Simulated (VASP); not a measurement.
Output of a VASP run:

File OSZICAR:
```
       N       E                     dE             d eps       ncg     rms          rms(c)
DAV:   1     0.660847013624E+03    0.66085E+03   -0.26415E+04  1995   0.259E+03
DAV:   2     0.546629653155E+02   -0.60618E+03   -0.58827E+03  2141   0.692E+02
DAV:   3    -0.386408957729E+02   -0.93304E+02   -0.92353E+02  2140   0.224E+02
DAV:   4    -0.433127507189E+02   -0.46719E+01   -0.46522E+01  2204   0.563E+01
DAV:   5    -0.434624922088E+02   -0.14974E+00   -0.14967E+00  2333   0.102E+01    0.157E+01
DAV:   6    -0.372102786968E+02    0.62522E+01   -0.25203E+01  3024   0.722E+01    0.574E+00
DAV:   7    -0.373232603780E+02   -0.11298E+00   -0.20798E+00  2042   0.863E+00    0.326E+00
DAV:   8    -0.373076954108E+02    0.15565E-01   -0.30075E-01  2726   0.530E+00    0.774E-01
DAV:   9    -0.372929897883E+02    0.14706E-01   -0.87477E-02  2912   0.398E+00    0.150E-01
DAV:  10    -0.372936741813E+02   -0.68439E-03   -0.56289E-03  2643   0.707E-01    0.438E-02
DAV:  11    -0.372937666704E+02   -0.92489E-04   -0.28989E-04  2898   0.177E-01    0.187E-02
DAV:  12    -0.372937708306E+02   -0.41601E-05   -0.21964E-05  2309   0.409E-02    0.142E-02
DAV:  13    -0.372937667209E+02    0.41096E-05   -0.17017E-05  2783   0.548E-02    0.245E-03
DAV:  14    -0.372937668951E+02   -0.17419E-06   -0.15568E-06  2603   0.110E-02    0.123E-03
DAV:  15    -0.372937669491E+02   -0.53927E-07   -0.34203E-08  1483   0.179E-03
   1 F= -.38856597E+02 E0= -.38856597E+02  d E =0.000000E+00
```

File OUTCAR:
```
------------------------ aborting loop because EDIFF is reached ----------------------------------------
  Edisp (eV):   -1.56283
  FORCE on cell =-STRESS in cart. coord.  units (eV):
  Direction    XX          YY          ZZ          XY          YZ          ZX
  --------------------------------------------------------------------------------------
  Total       0.05855     0.05855     0.02774    -0.00000     0.00000     0.00000
  in kB       1.26393     1.26393     0.59888    -0.00000     0.00000     0.00000
  external pressure =        1.04 kB  Pullay stress =        0.00 kB
  volume of cell :       74.22
      direct lattice vectors                 reciprocal lattice vectors
     4.790871699  0.000000000  0.000000000     0.208730282  0.000000000  0.000000000
     0.000000000  4.790871699  0.000000000     0.000000000  0.208730282  0.000000000
     0.000000000  0.000000000  3.233570935     0.000000000  0.000000000  0.309255625
 POSITION                                       TOTAL-FORCE (eV/Angst)
 -----------------------------------------------------------------------------------
      0.00000      0.00000      0.00000         0.000000      0.000000     -0.000000
      2.39544      2.39544      1.61679         0.000000      0.000000     -0.000000
      1.46690      1.46690      0.00000        -0.004322     -0.004322      0.000000
      3.86234      0.92853      1.61679        -0.004322      0.004322     -0.000000
      0.92853      3.86234      1.61679         0.004322     -0.004322     -0.000000
      3.32397      3.32397      0.00000         0.004322      0.004322     -0.000000
 -----------------------------------------------------------------------------------
    total drift:                               -0.000000      0.000000     -0.000000
  FREE ENERGIE OF THE ION-ELECTRON SYSTEM (eV)
  ---------------------------------------------------
  free  energy   TOTEN  =       -38.8565970826 eV

  energy  without entropy=      -38.8565970826  energy(sigma->0) =      -38.85659708

 total charge

# of ion       s       p       d       tot
------------------------------------------
    1        0.880   1.047  10.345  12.272
    2        0.880   1.047  10.345  12.272
    3        1.561   3.492   0.000   5.053
    4        1.561   3.492   0.000   5.053
    5        1.561   3.492   0.000   5.053
    6        1.561   3.492   0.000   5.053
--------------------------------------------------
tot          8.002  16.064  20.690  44.755

 Electric field gradients after diagonalization (V/A^2)
 (convention: |V_zz| > |V_xx| > |V_yy|)
----------------------------------------------------------------------
 ion       V_xx      V_yy      V_zz     asymmetry (V_yy - V_xx)/ V_zz
----------------------------------------------------------------------
   1     -48.966    -4.492    53.458       0.832
   2     -48.966    -4.492    53.458       0.832
   3      62.446    48.555  -111.001       0.125
   4      62.446    48.555  -111.001       0.125
   5      62.446    48.555  -111.001       0.125
   6      62.446    48.555  -111.001       0.125
```
(Selected blocks of OUTCAR.)

POSCAR:
```
SnO2
1
    4.7908716992     0.0000000000     0.0000000000
   -0.0000000000     4.7908716992     0.0000000000
    0.0000000000     0.0000000000     3.2335709348
Sn O
2 4
Direct
  0.0000000000   0.0000000000   1.0000000000
  0.5000000000   0.5000000000   0.5000000000
  0.3061872371   0.3061872371   0.0000000000
  0.8061872371   0.1938127629   0.5000000000
  0.1938127629   0.8061872371   0.5000000000
  0.6938127629   0.6938127629   1.0000000000
```

**Question.** Reconstruct the remaining input files.

**Answer.** Several could match; the one computed here: the input of the run itself, PBE GGA with D4 dispersion, plane waves, VASP's PBE PAW potentials (set 64).

INCAR:
```
SYSTEM=SnO2
PREC=Accurate; ENCUT=520; LREAL=F
LASPH=T
EDIFF=1E-7; NELM=100; ALGO=Normal
LMAXMIX=4
ISMEAR=-5
GGA=PE; IVDW=13
ISIF=2
LWAVE=F; LCHARG=T; LORBIT=11
NEDOS=601
LEFG=T
```

### KPOINTS
```
Automatic
0
gamma
 5 5 8
```

POTCAR, in this order: Sn_d O (PBE.64 set). Program: vasp_std.

The compound is SnO2 in the rutile structure. It was relaxed first.
